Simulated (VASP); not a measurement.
Output of a VASP run:

### OSZICAR
```
       N       E                     dE             d eps       ncg     rms          rms(c)
DAV:   1     0.426445046754E+03    0.42645E+03   -0.23129E+04  3656   0.323E+03
DAV:   2     0.269298153061E+02   -0.39952E+03   -0.39274E+03  3856   0.647E+02
DAV:   3    -0.236451813549E+02   -0.50575E+02   -0.49698E+02  4304   0.198E+02
DAV:   4    -0.253375122526E+02   -0.16923E+01   -0.16893E+01  4096   0.388E+01
DAV:   5    -0.253761497486E+02   -0.38637E-01   -0.38635E-01  4496   0.608E+00    0.115E+01
DAV:   6    -0.223023543123E+02    0.30738E+01   -0.14298E+01  5928   0.500E+01    0.491E+00
DAV:   7    -0.223535488026E+02   -0.51194E-01   -0.13720E+00  3744   0.804E+00    0.253E+00
DAV:   8    -0.223296955330E+02    0.23853E-01   -0.24529E-01  5640   0.481E+00    0.753E-01
DAV:   9    -0.223182103577E+02    0.11485E-01   -0.73431E-02  5856   0.390E+00    0.178E-01
DAV:  10    -0.223184313084E+02   -0.22095E-03   -0.59792E-03  5568   0.958E-01    0.712E-02
DAV:  11    -0.223183959321E+02    0.35376E-04   -0.64303E-04  5648   0.332E-01    0.177E-02
DAV:  12    -0.223184054711E+02   -0.95390E-05   -0.13389E-04  5160   0.888E-02    0.174E-02
DAV:  13    -0.223184004341E+02    0.50370E-05   -0.29290E-05  5072   0.741E-02    0.188E-03
DAV:  14    -0.223184005668E+02   -0.13265E-06   -0.18587E-06  2488   0.174E-02
   1 F= -.89361298E+01 E0= -.89358510E+01  d E =-.893613E+01
```

File OUTCAR:
```
------------------------ aborting loop because EDIFF is reached ----------------------------------------
  FORCE on cell =-STRESS in cart. coord.  units (eV):
  Direction    XX          YY          ZZ          XY          YZ          ZX
  --------------------------------------------------------------------------------------
  Total       13.3931703     13.3931703     13.3916337      0.0000000      0.0000000      0.0000000
  in kB      450.3665127    450.3665127    450.3148437      0.0000000      0.0000000      0.0000000
  external PRESSURE =       0.3492897 kB  Pullay stress =     450.0000000 kB
  volume of cell :       47.65
      direct lattice vectors                 reciprocal lattice vectors
     3.495904310  0.000000000  0.000000000     0.286049019  0.000000000  0.000000000
     0.000000000  3.495904310  0.000000000     0.000000000  0.286049019  0.000000000
     0.000000000  0.000000000  3.898601172     0.000000000  0.000000000  0.256502257
 POSITION                                       TOTAL-FORCE (eV/Angst)
 -----------------------------------------------------------------------------------
      1.74795      0.00000      2.73347         0.000000      0.000000     -0.000729
      0.00000      1.74795      1.16513         0.000000      0.000000      0.000729
      1.74795      1.74795      0.00000         0.000000      0.000000      0.000000
      0.00000      0.00000      0.00000         0.000000      0.000000      0.000000
 -----------------------------------------------------------------------------------
    total drift:                                0.000000      0.000000     -0.000000
  FREE ENERGIE OF THE ION-ELECTRON SYSTEM (eV)
  ---------------------------------------------------
  free  energy   TOTEN  =       -22.3184005668 eV

  energy  without entropy=      -22.3175642661  energy(sigma->0) =      -22.31812180
  enthalpy is  TOTEN    =        -8.9361297741 eV   P V=       13.3822707926

 reached required accuracy - stopping structural energy minimisation
```
(Selected blocks of OUTCAR.)

POSCAR:
```
SnO
1
    3.4959043102     0.0000000000     0.0000000000
    0.0000000000     3.4959043102     0.0000000000
    0.0000000000    -0.0000000000     3.8986011721
Sn O
2 2
Direct
  0.5000000000   0.0000000000   0.7011418351
  0.0000000000   0.5000000000   0.2988581649
  0.5000000000   0.5000000000   0.0000000000
  0.0000000000   0.0000000000   0.0000000000
```

### Question
Write an INCAR and KPOINTS that could have produced this output.

### Answer
One answer among several that fit: the input of the run itself, PBEsol GGA, plane waves, VASP's PBE PAW potentials (set 64).

### KPOINTS
```
Automatic mesh
0
Gamma
9 9 8
0 0 0
```

INCAR:
```
# general
SYSTEM  = SnO
PREC    = Accurate
ENCUT   = 620
LREAL   = .FALSE.
LASPH   = .TRUE.

# electronic loop
EDIFF   = 1E-6
NELM    = 100
ALGO    = Normal
LMAXMIX = 4

# smearing
ISMEAR  = 1
SIGMA   = 0.1

# functional
GGA     = PS

# ions
IBRION  = 2
NSW     = 40
ISIF    = 3
EDIFFG  = -0.02
PSTRESS = 450

# output
LWAVE   = .FALSE.
LCHARG  = .FALSE.
```

POTCAR, in this order: Sn_d O (PBE.64 set). Program: vasp_std.

Without a dispersion term in the relaxation, distances and binding between the weakly bound layers, chains or molecules are unreliable, and so is what depends on them.

The compound is SnO in the litharge structure. It was relaxed first under an external pressure of 45 GPa.
